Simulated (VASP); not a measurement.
Write the native input for VASP 6.6.1 that does the following.

* Task: single point
* Functional: PBE
* Dispersion: D3(BJ)
* Potentials or basis: VASP PAW PBE potentials, release 64 (O, H, Na_pv)
* Cutoff: 520 eV
* k mesh: 1 × 1 × 1
* Occupations: fermi-dirac, width 0.05 eV
* Spin: no spin polarisation
* Dipole correction: no
* Further INCAR settings: LREAL = Auto; ALGO = Fast; EDIFF = 1e-06; NBANDS = 47

The structure of NaH13O7 lies in POSCAR:

```
NaH13O7
1.0
    6.6282230000      0.0000000000      0.0000000000
    0.0000000000      6.6282230000      0.0000000000
    0.0000000000      0.0000000000      6.6282230000
O H Na
7 13 1
Direct
    0.3580145086      0.9465282022      0.4531229562
    1.1091962356      0.2330187141      0.1535102244
    0.5936130996      0.1117041476      0.7758338849
    0.4636084211      0.5539493768      0.3807204435
    0.8162519577      0.9043600374      0.1774382063
    0.8504541866      0.7889746618      0.8030055718
    0.7327303261      0.4239145243      0.6345290435
    0.2160760131      0.9652964301      0.5013862690
    0.3967277504      0.8009084788      0.4332081163
    1.0843781207      0.2695141669      0.0198243179
    1.0323732319      0.1078569626      0.1833070493
    0.6708887133      0.2404264310      0.7089683012
    0.5001038740      0.0673634547      0.6753695523
    0.5756595697      0.4976899540      0.4796911631
    0.3428973346      0.4725851861      0.4039695104
    0.8304035637      0.8475273086      0.0268699469
    0.8375397146      0.7959750298      0.2663157229
    0.8314294797      0.6477150814      0.7674304259
    0.7344502441      0.8781237445      0.7579256160
    0.8482967456      0.4025815064      0.5414422538
    0.4769755031      0.0821034537      0.1498440834
```

The cell was built by a generator and needn't be a form met in nature.

One way to write it, as run:

INCAR

```
SYSTEM = NaH13O7
PREC = Accurate
ENCUT = 520
EDIFF = 1E-6
ISMEAR = -1
SIGMA = 0.05
LREAL = Auto
LASPH = .True.
NELM = 100
ALGO = Fast
ISIF = 2
LWAVE = .False.
LCHARG = .True.
GGA = PE
IVDW = 12
LELF = .True.
LVHAR = .True.
NBANDS = 47
```

KPOINTS

```
regular mesh
0
Gamma
  1 1 1
  0 0 0
```

Potentials or basis: VASP PAW PBE potentials, release 64 (O, H, Na_pv).

The run is started by

```bash
$ cat potpaw_PBE.64/O/POTCAR potpaw_PBE.64/H/POTCAR potpaw_PBE.64/Na_pv/POTCAR > POTCAR
$ mpirun -np 1 vasp_gam > vasp.out
```

It gave:

- Pressure: -1.1 GPa
- Largest force: 2.710 eV/Å
- Band gap on the k mesh: 3.38 eV, direct
- Dispersion energy per atom: -0.031 eV

Wall time 50 s on 1 thread of AMD EPYC 7R43 64-Core Processor (Zen 3) (shared host), peak memory 0.28 GiB.
